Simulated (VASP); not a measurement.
```xyz
4
Lattice="2.5410 -4.0385 0.0000 2.5410 4.0385 0.0000 0.0000 0.0000 3.9495" Properties=species:S:1:pos:R:3 pbc="T T T"
Ge     2.5410     1.1904     2.5832
Ge     2.5410    -1.1904     1.3664
Ge     2.5410    -2.8481     3.3411
Ge     2.5410     2.8481     0.6084
```

These are r2SCAN meta-GGA with spin-orbit coupling, VASP's PBE PAW potentials (set 64) (plane waves; VASP) values and carry that method's errors. Numerical set-up: 400 eV cut-off, 7×7×7 Γ-centred mesh, Gaussian smearing of 0.050 eV, potentials Ge_d.

Task: Predict the energy per atom (σ→0), band gap (over mesh and band path) with the smallest direct gap where there is one.

Result: 
```
Quantity                                                               Value
----------------------------------  ----------------------------------------
band gap (over mesh and band path)  none (metal, semimetal or under 0.01 eV)
energy per atom (σ→0)                                        -13.497 eV/atom
```

The structure was generated: Ge was put into the black-P type (Cmce), which need not be its known phase. It was relaxed first, which changed the volume by -15 %.
